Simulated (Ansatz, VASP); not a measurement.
## WC (Qusongite): VASP beside Ansatz

One calculation is typed for both programs; each brings its own data sets. How far apart do they land? The cell is taken from a series of runs on this material, whose earlier steps may have relaxed, scaled, displaced or heated it; both programs get it as it stands.

Calculated with Ansatz 0.2.0; plane waves, with VASP 6.6.1 beside it; relaxation of cell and atoms at PBE and zone-centre phonons at PBE.

### Step 1. The structure

The structure is hexagonal, space group P-6m2 (No. 187). The conventional cell has a = 2.922 Å, b = 2.922 Å, c = 2.848 Å, α = 90.00°, β = 90.00°, γ = 120.00°. W has 6 C at 2.21 Å nearest. Nearest to C lie 6 W at 2.21 Å. Farther neighbours are not listed.

Structure file:

```cif
data_structure
_symmetry_space_group_name_H-M 'P-6m2'
_symmetry_Int_Tables_number 187
_cell_length_a 2.9218
_cell_length_b 2.9218
_cell_length_c 2.8475
_cell_angle_alpha 90.000
_cell_angle_beta 90.000
_cell_angle_gamma 120.000
_cell_volume 21.05
loop_
_atom_site_label
_atom_site_type_symbol
_atom_site_symmetry_multiplicity
_atom_site_Wyckoff_symbol
_atom_site_fract_x
_atom_site_fract_y
_atom_site_fract_z
_atom_site_occupancy
W1 W 1 a 0.00000 0.00000 0.00000 1
C1 C 1 f 0.66667 0.33333 0.50000 1
```

### Step 2. Ansatz: relaxation of cell and atoms, PBE

Ansatz runs on its default PAW (the set named soft_2) files.

The relaxed volume is the usual yardstick between codes: in a stiff, nearly cubic crystal its relative difference is about their pressure difference at one cell divided by the bulk modulus.

File input.yaml:

```yaml
crystal:
  lattice:
    - [2.9217507636, 0.0, 0.0]
    - [-1.4608753818, 2.5303103848, 0.0]
    - [0.0, 0.0, 2.8475047671]
  atoms:
    - { symbol: W, position: [0.0, 0.0, 0.0] }
    - { symbol: C, position: [0.6666666667, 0.3333333333, 0.5] }
kpoints:
  mp_grid: { grid: [12, 12, 10] }
hamiltonian:
  xc: pbe
scf:
  occupations: { method: methfessel_paxton, width: 0.2 }
output:
  forces: true
  stress: true
  eigenvalues: true
relax:
  adjacent_minimum: "off"
  f_tol: 0.001
  max_steps: 60
  cell: { stress_tol: 0.01 }
```

Started as:

```
$ ansatz run input.yaml --threads 4 --pin off --max-ram 8192MiB --backend cpu --events-out ev --progress --plain --runs-dir out
```

Numbers of over 12 decimals in the logs are rounded to 6 here.

Output:

```text
Engine: ansatz 0.2.0, aarch64-unknown-linux-gnu
Pseudopotentials: kind: paw
Pseudopotential: W, paw, valence charge 14, recommended cutoff 420 eV (normal), W.paw.azcp
Pseudopotential: C, paw, valence charge 4, recommended cutoff 420 eV (normal), C.paw.azcp
Functional definition: PBE
  parameter kappa = 0.804
  parameter beta = 0.066725
  exchange = pbe_x(kappa = kappa, mu = beta*pi^2/3)
  correlation = pbe_c(beta = beta)
Crystal: 2 atoms, lattice volume = 21.051 Å³
Basis set: ecut = 420 eV, 405 PW (Γ), exchange–correlation on 40×40×40 points (8 copies of the dense FFT grid, shifted against one another)
Bands: 13, of which v1, the nominal top of the filled ones, is band 9 counted from 1 (8 counted from 0)
Symmetry: 12 space group operations
Space group: P-6m2 (ITA 187), of the structure as read, at distance tolerance 2.8e-5 Å
k-points: 114 of 1440 (time reversal used)
Non-local potential: W, projectors of the file, l = 0: 3, l = 1: 2, l = 2: 2, l = 3: 1
Non-local potential: C, projectors of the file, l = 0: 2, l = 1: 2, l = 2: 1
PAW form: soft (Blöchl's): semilocal exchange-correlation on the pseudo side does not see the compensation charge
PAW one-centre angular grid: W, 590 points (default); XC on 64 Gauss nodes
PAW one-centre angular grid: C, 110 points (default); XC on 64 Gauss nodes
Initial density: superposition of atomic densities (neutral atoms: chi_scale 0, normalization atom), corrected by the library's trained network
Initial wavefunctions: pseudopotential atomic-orbital guess
Functional: x = pbe(κ = 0.804, μ = 0.219515), c = pbe(β = 0.066725)
SCF iter   1: F=—  HF=-10636.057538 eV  |F-HF|=—  |Δ(HF+E_count)|=         —  Δρ=7.11e-3  dr2=2.42e-3  ethr=1.77e-3  ⟨swp⟩=5.1  Hψ=7270  notcnv=0
preconditioner: auto → none  [insulator: Δε(μ)=0.193 eV  Ē_g=9.958 eV  σ=0.200 eV  W_gap=0.56  n_scr=8 (ndim 8)  ℏωp=25.6 eV  f_vac=0.000  D(μ)=0.18/eV (n_scr^D=0)  ε∞_Penn≈7.6]
SCF iter   2: F=—  HF=-10636.060172 eV  |F-HF|=—  |Δ(HF+E_count)|=   2.63e-3  S|Δr|=    0.00e0  Δρ=3.60e-3  dr2=5.73e-4  ethr=1.35e-5  ⟨swp⟩=1.8  Hψ=2723  notcnv=0
SCF iter   3: F=—  HF=-10636.061101 eV  |F-HF|=—  |Δ(HF+E_count)|=   9.30e-4  S|Δr|=    0.00e0  Δρ=2.38e-4  dr2=7.12e-6  ethr=3.18e-6  ⟨swp⟩=2.5  Hψ=2325  notcnv=0
SCF iter   4: F=—  HF=-10636.061099 eV  |F-HF|=—  |Δ(HF+E_count)|=   1.91e-6  S|Δr|=    0.00e0  Δρ=4.11e-5  dr2=1.15e-7  ethr=3.96e-8  ⟨swp⟩=2.5  Hψ=2472  notcnv=0
SCF iter   5: F=-10636.061100 eV  HF=-10636.061100 eV  |F-HF|=1.41e-9  |Δ(HF+E_count)|=   8.03e-8  S|Δr|=    0.00e0  Δρ=5.14e-6  dr2=1.54e-9  ethr=5.56e-10  ⟨swp⟩=5.4  Hψ=6531  notcnv=0
SCF 1 converged in 5 iterations: F = -10636.061100 eV  dr2 = 1.54e-9
  greatest PAW one-centre occupation: 1.000 electrons in one spin orbital (limit 2), on the W atom at site 0 (counted from 0), in its partial waves of l = 0
relax step   1: F+E_penalty+E_count = -10636.06109951 eV  Δ(F+E_penalty+E_count) = +0.000e0 eV  max|allowed force component| = 1.203e-16 eV/Å  Δτ_max = 0.0000 Å  P = +0.030 GPa  Ω = 21.051 Å³  (5 SCF iters, dr2 threshold 1.00e-7 eV, accepted)
[...]
relax step   2: F+E_penalty+E_count = -10636.06109586 eV  Δ(F+E_penalty+E_count) = +3.643e-6 eV  max|allowed force component| = 1.064e-16 eV/Å  Δτ_max = 0.0000 Å  P = -0.011 GPa  Ω = 21.053 Å³  energy of the carried Pulay correction = -3.563e-6 eV  (3 SCF iters, dr2 threshold 7.94e-9 eV, rejected (line search))
[...]
relax step   3: F+E_penalty+E_count = -10636.06109681 eV  Δ(F+E_penalty+E_count) = +2.700e-6 eV  max|allowed force component| = 2.591e-16 eV/Å  Δτ_max = 0.0000 Å  P = -0.000 GPa  Ω = 21.053 Å³  energy of the carried Pulay correction = -2.926e-6 eV  (5 SCF iters, accepted)
[...]
relax step   4: F+E_penalty+E_count = -10636.06109990 eV  Δ(F+E_penalty+E_count) = -3.088e-6 eV  max|allowed force component| = 2.220e-16 eV/Å  Δτ_max = 0.0000 Å  P = -0.000 GPa  Ω = 21.053 Å³  stress off target by 3.37e-4 GPa  SCF on the basis re-selected at this cell (its energy is not comparable with the rows above)  (4 SCF iters)
basis re-selected at this cell: Δ(F+E_penalty+E_count) = -3.088e-6 eV, ΔP = +0.000 GPa vs the last step (what re-selecting the basis moved, of the pressure what is left beyond the Pulay correction that the steps carried, after the strain that the cell walked since its last selection, with what the two solves' SCF thresholds leave and, on support functions, any second-order correction that the steps lacked; it is no m [...]
SCF converged after 4 iterations
Stability not checked: this state was not tested for a lower state beside it, because cold or Methfessel-Paxton smearing, or corrected tetrahedra, fill the levels in a way that the test cannot read (fill_not_monotonic; see scf.lower_state_search)
Free energy (F): -10636.061100 eV
Harris-Foulkes:  -10636.061100 eV  (|F-HF|=1.82e-12)
Internal energy: -10636.062004 eV  (E = F + TS)
E sigma→0 (E₀):  -10636.061326 eV
Entropy (-TS):   0.000904 eV (0.452 meV/atom)
Fermi energy:    20.297703 eV
Step filling:    the computed levels leave a gap of 0.0137 eV = 0.1 smearing widths at the electron count; against every level under it full and every level over it empty, smearing changes F+E_penalty+E_count by -0.175 meV and its σ→0 estimate by -0.401 meV
--- Per-component energies (eV) ---
  E_band       = -64.246421
  E_kinetic    = 540.720050
  E_local      = -675.087809  (includes V_loc(G=0)·N_el)
  E_nonlocal   = 25.327332
  E_hartree    = 237.835981
  E_xc         = -316.184799
  E_vxc        = -299.956602  (∫ρ·V_xc dr)
  E_paw        = -8661.040537  (= ΣΔE_a)
  E_vpaw       = -130.921290  (= ΣTr[D̂ρ^β])
  E_aug_tail   = -0.000056  (compensation charges beyond the density's cutoff)
  E_ewald      = -1787.632166
  E_smearing   = 0.000904  (= −TS)
  E_closure    = 0.000000  (closes the sum)
  Σ components = -10636.061100   (vs F -10636.061100, Δ=0.00e0)
--- Forces (eV/Å), atoms counted from 1 ---
  atom   1  W     -0.00000000     0.00000000     0.00000000
  atom   2  C      0.00000000     0.00000000     0.00000000
  max |Σ_I F_I| component: 5.92e-16 eV/Å
--- Stress (GPa, compression-positive) ---
       -0.000337       0.000000      -0.000000
        0.000000      -0.000337      -0.000000
       -0.000000      -0.000000       0.000058
  P = ⅓ Tr σ = -0.0002 GPa (-0.002 kbar)
--- Band table (eV; the first three rows and the last of 114) ---
  k-point 0: bands = [... 5 lower, 16.0146, 16.9572, 16.9572, 20.3418, 23.4119, 23.4119, 25.7839, 25.7839]
  k-point 1: bands = [... 5 lower, 15.8772, 17.0661, 17.0661, 20.3241, 22.6582, 22.6582, 26.1948, 26.1948]
  k-point 2: bands = [... 5 lower, 15.2397, 17.3703, 17.3703, 20.7075, 21.4220, 21.4220, 26.3329, 26.3329]
  k-point 113: bands = [... 5 lower, 13.1515, 14.9021, 18.6316, 19.6081, 24.5604, 26.4660, 27.6910, 29.2390]
--- Relaxed structure (3 steps of the walk, 2 accepted, 1 SCFs on fresh bases) ---
  F+E_penalty+E_count = -10636.06109990 eV   max|allowed force component| = 2.220e-16 eV/Å   (the final SCF, on the basis selected at the relaxed cell)
  cell:  # Å, volume = 21.0530 Å³
    - [2.921776, 0.0, 0.0]
    - [-1.460888, 2.530333, 0.0]
    - [0.0, 0.0, 2.847664]
  atoms:
    - { symbol: W, position: [-3.7007434155248937e-17, 0, 0.0] }
    - { symbol: C, position: [0.666667, 0.333333, 0.500000] }
```

### Step 3. VASP: relaxation of cell and atoms, PBE

The same cell, functional, mesh and smearing now go to VASP, with its own data sets.

Lines of VASP's logs that name or quote its potential files are left out, and so is its time.

File INCAR:

```
SYSTEM = WC
PREC = Accurate
ENCUT = 600
EDIFF = 1E-07
NELM = 120
ISMEAR = 1
SIGMA = 0.2
LREAL = .FALSE.
ALGO = Normal
GGA = PE
NBANDS = 11
LASPH = .TRUE.
LORBIT = 11
LWAVE = .FALSE.
LCHARG = .FALSE.
ISIF = 3
IBRION = 2
NSW = 80
EDIFFG = -0.005
GGA_COMPAT = .FALSE.
NELMIN = 4
KPAR = 2
```

File POSCAR:

```
WC
1.0
    2.9217510000      0.0000000000      0.0000000000
   -1.4608750000      2.5303100000      0.0000000000
    0.0000000000      0.0000000000      2.8475050000
W C
1 1
Direct
    0.0000000000      0.0000000000      0.0000000000
    0.6666666667      0.3333333333      0.5000000000
```

File KPOINTS:

```
Automatic mesh
0
Gamma
12 12 10
0 0 0
```

The projector-augmented-wave data sets are W and C (PBE family, release 64).

Started as:

```
$ mpirun -np 2 vasp_std
```

Output:

```text
[banner, memory and clock lines left out]
running    2 mpi-ranks, on    1 nodes
 distrk:  each k-point on    1 cores,    2 groups
 distr:  one band on    1 cores,    1 groups

 POSCAR found type information on POSCAR W C
 POSCAR found :  2 types and       2 ions
 LDA part: xc-table for (Slater+PW92), standard interpolation
 POSCAR, INCAR and KPOINTS ok, starting setup
 FFT: planning ... GRIDC
 FFT: planning ... GRID_SOFT
 FFT: planning ... GRID
 WAVECAR not read
 entering main loop
       N       E                     dE             d eps       ncg     rms          rms(c)
DAV:   1     0.310386385817E+02    0.31039E+02   -0.54485E+03  2508   0.925E+02
DAV:   2    -0.233064564450E+02   -0.54345E+02   -0.51810E+02  2854   0.216E+02
DAV:   3    -0.256852798847E+02   -0.23788E+01   -0.23521E+01  3116   0.380E+01
DAV:   4    -0.257034135794E+02   -0.18134E-01   -0.18128E-01  2775   0.377E+00
DAV:   5    -0.257034929517E+02   -0.79372E-04   -0.79370E-04  3072   0.248E-01    0.330E+01
DAV:   6    -0.226417873927E+02    0.30617E+01   -0.14186E+01  3021   0.229E+01    0.104E+01
DAV:   7    -0.225695223452E+02    0.72265E-01   -0.70321E-01  2589   0.654E+00    0.796E+00
DAV:   8    -0.225318200513E+02    0.37702E-01   -0.12024E-01  2780   0.261E+00    0.225E+00
DAV:   9    -0.225246631748E+02    0.71569E-02   -0.18194E-02  2733   0.864E-01    0.104E-01
DAV:  10    -0.225246457147E+02    0.17460E-04   -0.98809E-04  2878   0.275E-01    0.203E-01
DAV:  11    -0.225246313804E+02    0.14334E-04   -0.96272E-05  3029   0.682E-02    0.966E-03
DAV:  12    -0.225246284002E+02    0.29802E-05   -0.47120E-06  2802   0.152E-02    0.178E-02
DAV:  13    -0.225246285652E+02   -0.16505E-06   -0.62081E-07  2947   0.748E-03    0.981E-04
DAV:  14    -0.225246285499E+02    0.15305E-07   -0.13247E-08  1389   0.107E-03
   1 F= -.22524629E+02 E0= -.22524919E+02  d E =-.225246E+02
[...]
2 F= -.22523137E+02 E0= -.22523406E+02  d E =0.149187E-02
[...]
3 F= -.22524864E+02 E0= -.22525149E+02  d E =-.235529E-03
[...]
4 F= -.22524864E+02 E0= -.22525149E+02  d E =-.235483E-03
[...]
5 F= -.22524865E+02 E0= -.22525147E+02  d E =-.536426E-06
 trial-energy change:   -0.000001  1 .order   -0.000001   -0.000016    0.000015
 step:   0.4415(harm=  0.4415)  dis= 0.00000  next Energy=   -22.524868 (dE=-0.423E-05)
 bond charge predicted
       N       E                     dE             d eps       ncg     rms          rms(c)
DAV:   1    -0.225248696080E+02   -0.50219E-05   -0.14650E-04  2514   0.920E-02    0.566E-03
DAV:   2    -0.225248685938E+02    0.10142E-05   -0.26547E-06  2959   0.135E-02    0.310E-03
DAV:   3    -0.225248682640E+02    0.32980E-06   -0.42267E-07  2772   0.443E-03    0.146E-03
DAV:   4    -0.225248682382E+02    0.25781E-07   -0.68564E-08  1347   0.175E-03
   6 F= -.22524868E+02 E0= -.22525152E+02  d E =-.420527E-05
 curvature:  -0.22 expect dE=-0.716E-08 dE for cont linesearch -0.155E-11
 trial: gam= 0.00397 g(F)=  0.133E-43 g(S)=  0.322E-07 ort = 0.116E-07 (trialstep = 0.771E+00)
 search vector abs. value=  0.327E-07
 reached required accuracy - stopping structural energy minimisation
```

From OUTCAR (step 3):

```text
ion  position               nearest neighbor table
   1  0.000  0.000  0.000-   2 2.21   2 2.21   2 2.21   2 2.21   2 2.21   2 2.21
   2  0.667  0.333  0.500-   1 2.21   1 2.21   1 2.21   1 2.21   1 2.21   1 2.21

  LATTYP: Found a hexagonal cell.
 ALAT       =     2.9217510000
 C/A-ratio  =     0.9745885259

 Subroutine GETGRP returns: Found 12 space group operations
 (whereof 12 operations were pure point group operations)

The static configuration has the point symmetry D_3h.

 Found    114 irreducible k-points:

   k-points           NKPTS =    114   k-points in BZ     NKDIM =    114   number of bands    NBANDS=     11

   dimension x,y,z NGX =    24 NGY =   24 NGZ =   24
   dimension x,y,z NGXF=    48 NGYF=   48 NGZF=   48

   ENCUT  =  600.0 eV  44.10 Ry    6.64 a.u.   5.84  5.84  5.69*2*pi/ulx,y,z

   NELECT =      10.0000    total number of electrons

 k-points in reciprocal lattice and weights: Automatic mesh
   0.00000000  0.00000000  0.00000000       0.001
   0.08333333  0.00000000  0.00000000       0.004
   0.16666667  0.00000000  0.00000000       0.004
   0.25000000  0.00000000  0.00000000       0.004
   0.33333333  0.00000000  0.00000000       0.004
   0.41666667  0.00000000  0.00000000       0.004
   0.50000000  0.00000000  0.00000000       0.002
   0.08333333  0.08333333  0.00000000       0.004
   0.16666667  0.08333333  0.00000000       0.008
[...]
0.33333333  0.25000000  0.50000000       0.008
   0.33333333  0.33333333  0.50000000       0.001

 average (electrostatic) potential at core
       1 -37.4975       2 -46.2563

 E-fermi :   8.2149

 k-point     1 :       0.0000    0.0000    0.0000
  band No.  band energies     occupation
      1      -6.1718      2.00000
      2       3.9265      2.00000
      3       4.8851      2.00000
      4       4.8851      2.00000
      5       8.3167      0.24994
      6      11.3069     -0.00000
      7      11.3069     -0.00000
      8      13.7599      0.00000
      9      13.7599      0.00000
    ...

 k-point     2 :       0.0833    0.0000    0.0000
  band No.  band energies     occupation
      1      -6.0007      2.00000
      2       3.9677      2.00000
      3       4.6549      2.00000
      4       5.0528      2.00000
      5       7.7850      2.00957
      6      11.2435     -0.00000
      7      11.8983     -0.00000
      8      13.3912      0.00000
      9      13.6343      0.00000
     10      15.1483      0.00000
    ...

 k-point     3 :       0.1667    0.0000    0.0000
  band No.  band energies     occupation
      1      -5.5131      2.00000
      2       3.5521      2.00000
      3       4.6544      2.00000
      4       5.5273      2.00000
      5       6.8179      2.00000
      6      11.0750     -0.00000
      7      12.5725      0.00000
      8      12.9971      0.00000
      9      13.3267      0.00000
     10      16.3615      0.00000
    ...

  Total       -0.0006559     -0.0006559     -0.0006882     -0.0000000     -0.0000000      0.0000000
  in kB       -0.0500678     -0.0500678     -0.0525348     -0.0000000     -0.0000000      0.0000000
  external PRESSURE =      -0.0508901 kB  Pullay stress =       0.0000000 kB

  energy-cutoff  :      600.00
  volume of cell :       20.99
      direct lattice vectors                 reciprocal lattice vectors
     2.918366617 -0.000000001  0.000000000     0.342657428  0.197833337 -0.000000000
    -1.459182810  2.527379041  0.000000000     0.000000000  0.395666809  0.000000000
     0.000000000 -0.000000000  2.845659023    -0.000000000 -0.000000000  0.351412447

 POSITION                                       TOTAL-FORCE (eV/Angst)
 -----------------------------------------------------------------------------------
     -0.00000      0.00000      0.00000        -0.000000     -0.000000     -0.000000
      1.45918      0.84246      1.42283         0.000000      0.000000      0.000000
 -----------------------------------------------------------------------------------
    total drift:                               -0.000006     -0.000007      0.000000

  FREE ENERGIE OF THE ION-ELECTRON SYSTEM (eV)
  ---------------------------------------------------
  free  energy   TOTEN  =       -22.5248682382 eV

  energy  without entropy=      -22.5257196004  energy(sigma->0) =      -22.52515203

 reached required accuracy - stopping structural energy minimisation

 total charge
# of ion       s       p       d       tot
------------------------------------------
    1        0.622   0.871   4.318   5.810
    2        0.853   1.561   0.000   2.414
--------------------------------------------------
tot          1.474   2.432   4.318   8.224

[... 3 further parts left out ...]
```

CONTCAR:

```
WC
   1.00000000000000
     2.9183666168195375   -0.0000000006685527    0.0000000000000000
    -1.4591828095679222    2.5273790405720535    0.0000000000000000
     0.0000000000000000   -0.0000000000000000    2.8456590233438197
  W               C
     1     1
Direct
     0.0000000000000000    0.0000000000000000    0.0000000000000000
     0.6666666667000030    0.3333333332999970    0.5000000000000000
```

The run keeps the 12 symmetry operations of its start, so it cannot find a distortion of lower symmetry.

### Step 4. Side by side

Known differences besides the potentials themselves: the data sets hold 18 valence electrons in Ansatz (on its default PAW (the set named soft_2) files) and 10 in VASP; the cutoff is 420 eV in Ansatz and 600 eV in VASP; Ansatz adds a Pulay correction to the stress that steers its cell, VASP none. Total energies have different zeros and are not compared.

Both answers:

| quantity | Ansatz | VASP | difference |
| --- | --- | --- | --- |
| volume (Å³) | 21.05 | 20.99 | +0.30 % |
| edge a after relaxation, in the typed setting (Å) | 2.922 | 2.918 | +0.12 % |
| edge c after relaxation, in the typed setting (Å) | 2.848 | 2.846 | +0.07 % |

(Part 1 of 2 ends here.)

[Lines on the potential files, build, host, timing and source positions are cut from VASP's logs without a mark.]

[Logs are printed without paths, hosts, clocks, repeated set-up lines and the standing remarks that a program may print on its own settings, such as how far it seeks lower states.]

[Hosts, paths, dates, database ids (printed as entryN), source tags and the programs' standing remarks are cut or masked in the printed files.]
